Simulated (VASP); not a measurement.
A convergence study with VASP on CdTe (zinc blende): one setting is varied, all else stays as given below, so the limit is that of these other settings. Each run relaxes cell and ions from the cell shown.

```
CdTe
1.0
    0.00000     3.24000     3.24000
    3.24000     0.00000     3.24000
    3.24000     3.24000     0.00000
Cd Te
1 1
Cartesian
  0.00000   0.00000   0.00000
  1.62000   1.62000   1.62000
```

All values below come from PBEsol GGA, VASP's PBE PAW potentials (set 64) (plane waves; VASP). The tightest run used: 550 eV cut-off, 11×11×11 Γ-centred mesh, Gaussian smearing of 0.050 eV, potentials Cd Te.

Unless said otherwise, spin-orbit coupling is left out, though it shifts the bands of the heavy elements here. Gaps are read on the run's mesh, which can miss a band edge.

Task: The settings run are 2×2×2 mesh; 3×3×3 mesh; 4×4×4 mesh; 5×5×5 mesh; 7×7×7 mesh; 8×8×8 mesh; 9×9×9 mesh; 10×10×10 mesh; 11×11×11 mesh. From which on does the relaxed volume stay within 0.1 Å³/atom of the tightest run?

Result: From 5×5×5 mesh on: it is off by 0.055 there and by no more than 0.1 in any finer run, while 4×4×4 mesh is off by 0.196.
```tsv
setting	relaxed volume (Å³/atom)	E (eV/atom)	gap on the mesh (eV)	irreducible k-points	difference judged (Å³/atom)
2×2×2 mesh	37.536	-2.1274	0.224	3	3.261
3×3×3 mesh	35.005	-2.6165	0.536	4	0.730
4×4×4 mesh	34.472	-2.7119	0.609	8	0.196
5×5×5 mesh	34.330	-2.7351	0.631	10	0.055
7×7×7 mesh	34.279	-2.7439	0.640	20	0.004
8×8×8 mesh	34.276	-2.7447	0.641	29	0.001
9×9×9 mesh	34.275	-2.7450	0.641	35	0.000
10×10×10 mesh	34.275	-2.7452	0.641	47	0.000
11×11×11 mesh	34.275	-2.7452	0.641	56	0.000
```

Left out are rungs that failed or repeat a setting and relaxations that didn't move; long series are thinned to 24 rows.

The compound is CdTe in the zinc blende structure.
